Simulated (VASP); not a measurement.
VASP ran on this input.

File KPOINTS:
```
K-points
0
Gamma
6 6 6
0 0 0
```

INCAR:
```
GGA = PE   # PBE
LMAXMIX = 4
ENCUT = 400
ALGO = Normal   # blocked Davidson
PREC = Accurate
LREAL = F   # projection in real space or not
SIGMA = 0.05
LCHARG = F
ISMEAR = 0
NELM = 100
SYSTEM = CdTe
LASPH = T   # aspherical one-centre terms
EDIFF = 1E-6   # SCF stop (eV)
LWAVE = F
ISIF = 2
```

File POSCAR:
```
CdTe
1
    0.0000000000     3.2457060000     3.1928640000
    3.3173890000     0.0000000000     3.1928640000
    3.3173890000     3.2457060000     0.0000000000
Cd Te
1 1
Direct
  0.0000000000   0.0000000000   0.0000000000
  0.2370860000   0.2629140000   0.2629140000
```

POTCAR, in this order: Cd Te (PBE.64 set). Program: vasp_std.

### Question
Translate this PBE calculation to Quantum ESPRESSO's pw.x.

### Answer
One equivalent input (not run):
```
&CONTROL
  calculation = 'scf'
  pseudo_dir = './pseudo'
  outdir = './out'
  tprnfor = .true.
  tstress = .true.
/
&SYSTEM
  ibrav = 0
  nat = 2
  ntyp = 2
  ecutwfc = 102
  occupations = 'smearing'
  smearing = 'gaussian'
  degauss = 0.003675
  input_dft = 'pbe'
/
&ELECTRONS
  conv_thr = 7.3e-08
  electron_maxstep = 100
/
ATOMIC_SPECIES
  Cd 112.414 Cd.upf
  Te 127.600 Te.upf
CELL_PARAMETERS angstrom
     0.0000000    3.2457060    3.1928640
     3.3173890    0.0000000    3.1928640
     3.3173890    3.2457060    0.0000000
ATOMIC_POSITIONS crystal
  Cd   0.0000000  0.0000000  0.0000000
  Te   0.2370860  0.2629140  0.2629140
K_POINTS automatic
  6 6 6 0 0 0
```
What does not carry over: the potentials are each code's own (VASP's PAW set, PseudoDojo norm-conserving files in pw.x), so ENCUT and ecutwfc are chosen apart and not converted; conv_thr bounds pw.x's estimated SCF error, while EDIFF bounds the energy change between steps.

The compound is CdTe in the zinc blende structure. The cell was not relaxed at this level, atoms are displaced from their ideal sites.
